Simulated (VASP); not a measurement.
Here is the system:

```
CELL_PARAMETERS angstrom
      0.00000     1.93829     1.93829
      1.93829     0.00000     1.93829
      1.93829     1.93829     0.00000
ATOMIC_POSITIONS crystal
  Pt 0.00000 0.00000 0.00000
```

Level of theory: LDA (Ceperley-Alder, Perdew-Zunger), VASP's LDA PAW potentials (set 64) (plane waves; VASP). Settings: 500 eV cut-off, 16×16×16 Γ-centred mesh, first-order Methfessel-Paxton smearing of 0.10 eV, potentials Pt.

The ions, cell shape and volume at an external pressure of 10.0 GPa are relaxed. Which structure does the run end with?

```
CELL_PARAMETERS angstrom
      0.00000     1.92901     1.92901
      1.92901     0.00000     1.92901
      1.92901     1.92901     0.00000
ATOMIC_POSITIONS crystal
  Pt 0.00000 0.00000 0.00000
```
Space group Fm-3m (225), at a tolerance of 0.03 Å.

How do energy and volume change from the first to the last step?

The energy (σ→0) changes by +9.5 meV/atom and the volume by -1.4 %, in 3 ionic steps.

| step | E(σ→0) (eV) | max force (eV/Å) | pressure (GPa) | volume (Å³) |
|---|---|---|---|---|
| 1 | -7.4998 | 0.000 | 4.89 | 14.56 |
| 2 | -7.3952 | 0.000 | 32.00 | 13.61 |
| 3 | -7.4903 | 0.000 | 9.88 | 14.36 |

The compound is Pt in the fcc structure. This run relaxes it under an external pressure of 10 GPa. Symmetry was kept, so distortions that lower it aren't found.
